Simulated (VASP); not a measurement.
**HgS (relaxed from the NiAs type structure, space group P6_3/mmc): computed properties**

Level of theory: PBEsol GGA, VASP's PBE PAW potentials (set 64) (plane waves; VASP).

For HgS, the space group comes out as P6_3/mmc (194) and the cell comes out as a = 3.8297 Å, b = 3.8297 Å, c = 6.5894 Å, α = 90.00°, β = 90.00°, γ = 120.00°. The volume per atom is 20.92 Å³/atom and the band gap (over mesh and band path) is none (metal, semimetal or under 0.01 eV). The density is 9.23 g/cm³.

```cif
data_Hg2S2
_chemical_formula_sum 'Hg2 S2'
_space_group_name_H-M_alt 'P63/mmc'
_space_group_IT_number 194
_space_group_name_Hall '-P 6c 2c'
_cell_length_a 3.82970
_cell_length_b 3.82970
_cell_length_c 6.58941
_cell_angle_alpha 90.000
_cell_angle_beta 90.000
_cell_angle_gamma 120.000
loop_
_atom_site_label
_atom_site_type_symbol
_atom_site_symmetry_multiplicity
_atom_site_Wyckoff_symbol
_atom_site_fract_x
_atom_site_fract_y
_atom_site_fract_z
_atom_site_occupancy
Hg1 Hg 2 a 0.00000 0.00000 0.00000 1
S1 S 2 c 0.33333 0.66667 0.25000 1
```

Unless said otherwise, spin-orbit coupling is left out, though it shifts the bands of the heavy elements here.

The structure was generated: HgS was put into the NiAs type type (P6_3/mmc), which need not be its known phase. It was relaxed first, which changed the volume by +29 %. Symmetry was kept, so distortions that lower it aren't found.
